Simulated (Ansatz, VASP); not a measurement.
LaC2 in VASP and in Ansatz

Contents of INCAR:

```
SYSTEM = LaC2
PREC = Accurate
ENCUT = 600
EDIFF = 1E-6
ISMEAR = 0
SIGMA = 0.1
LREAL = .FALSE.
LASPH = .TRUE.
NELM = 100
ALGO = Normal
ISIF = 3
LWAVE = .FALSE.
LCHARG = .FALSE.
GGA = CA
IBRION = 2
NSW = 100
EDIFFG = -0.05
```

The input KPOINTS:

```
regular mesh
0
G
  8 8 8
  0 0 0
```

The input POSCAR:

```
LaC2
1.0
   -1.9670000000      1.9670000000      3.2860000000
    1.9670000000     -1.9670000000      3.2860000000
    1.9670000000      1.9670000000     -3.2860000000
La C
1 2
Direct
    0.0000000000      0.0000000000      0.0000000000
    0.4030000000      0.4030000000      0.0000000000
    0.5970000000      0.5970000000      0.0000000000
```

Input for Ansatz:

```yaml
crystal:
  lattice:
    - [-1.967, 1.967, 3.286]
    - [1.967, -1.967, 3.286]
    - [1.967, 1.967, -3.286]
  atoms:
    - { symbol: La, position: [0.0, 0.0, 0.0] }
    - { symbol: C, position: [0.403, 0.403, 0.0] }
    - { symbol: C, position: [0.597, 0.597, 0.0] }
basis:
  ecutwfc: 420
kpoints:
  mp_grid: { grid: [8, 8, 8] }
hamiltonian:
  xc: lda
scf:
  occupations: { method: gaussian, width: 0.1 }
output:
  forces: true
  stress: true
  eigenvalues: true
relax:
  adjacent_minimum: "off"
  f_tol: 0.05
  max_steps: 80
  cell: { stress_tol: 0.5 }
```

Alike in both runs: task relaxation of cell and atoms; functional LDA; k mesh 8 × 8 × 8; occupations gaussian, width 0.1 eV; no spin polarisation.

|  | VASP | Ansatz |
| --- | --- | --- |
| version | VASP 6.6.1 | Ansatz 0.2.0 |
| potentials or method | VASP PAW LDA potentials, release 64 (La, C) | scalar-relativistic, plane waves, PAW |
| plane-wave cutoff (eV) | 600 | 420 |
| valence electrons in the cell | 19 | 19 |

```tsv
	VASP	Ansatz	Ansatz less VASP
gap on the k mesh at the Fermi level, each at its own relaxed structure (eV)	none	none	-
relaxed volume (Å³/atom)	16.12	16.13	+0.009
relaxed cell length with the largest relative difference (Å)	4.239	4.242	+0.0026
energy change over the relaxation (meV/atom)	-15	-14	+0.7
```

A gap of «none» marks a metal or a gap that the smearing closes.

 Zero-point motion and thermal expansion aren't in these numbers. Spin-orbit coupling is left out, which matters for the levels of La.
